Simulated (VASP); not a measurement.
PtTe2: stress against strain

PtTe2 (1T layered, P-3m1, 25.919 Å³/atom and stress up to 0.06 GPa in the relaxed cell, c along z) under an equal strain ε along x and y, with z held. PBE in VASP (plane waves, PAW), 480 eV, 14×14×10 Γ-centred mesh, Methfessel-Paxton smearing 0.10 eV; ions are relaxed, or left where forces stay under 0.02 eV/Å, within the symmetry of each cell. Against the start cell, which lies near the measured one, the relaxed cell differs by 5.9 % in volume and 3.1 % in c; the values below rest on it. Stress is positive for a compressed cell.

Here s stands for strain and y for stress xx.

| strain (%) | stress xx (GPa) |
|---|---|
| -3.00 | ? |
| -1.50 | 2.99 |
| -1.00 | 1.99 |
| -0.50 | 1.01 |
| 0.00 | 0.06 |
| 0.50 | -0.83 |
| 1.00 | -1.70 |
| 1.50 | -2.52 |

The 7 complete rows are fitted with a straight line, y against s. Means: s 0, y 0.143. About the means, the sum of products is -12.875 and the sum of squares of s is 7.0000; the slope is their ratio. Least squares gives y = 0.143 - 1.8393·s. Residuals (row less fit): 0.088, 0.008, -0.053, -0.083, -0.053, -0.004, 0.096; standard error 0.077 (degrees of freedom: 5). The slope gives the elastic constants C11 + C12 = about 180 GPa.

Question: Predict the withheld y at s = -3.00 from the fit, and compare with the calculation.

Answer: y = 0.143 - 1.8393 × (-3.0) = 5.661 GPa. The calculation gives 6.20 GPa, 0.539 GPa above the prediction (6.2 % of the range of y in the table). The row lies outside the fitted rows, so this is an extrapolation. From the scatter of the fitted rows alone, a prediction at this place has a standard error of 0.120 GPa, so the miss is 4.5 times that.

A polynomial of degree 2 through the 12 other runs of the series gives 6.22 there, so most of the miss is curvature that the fit leaves out. In a metal these values are sensitive to mesh and smearing; energies are taken to zero smearing, stresses follow the free energy. The runs aren't spin-polarised. Spin-orbit coupling is left out, which can shift these values for the heavy elements here. Rows are the converged runs of the series near zero and its far end, less any whose ions stayed unrelaxed beside relaxed ones; series whose fitted rows scatter by over a few per cent of the range, as at a crossing or softening among them, aren't shown in this form. Most that stay on the fit to the last digits aren't either.
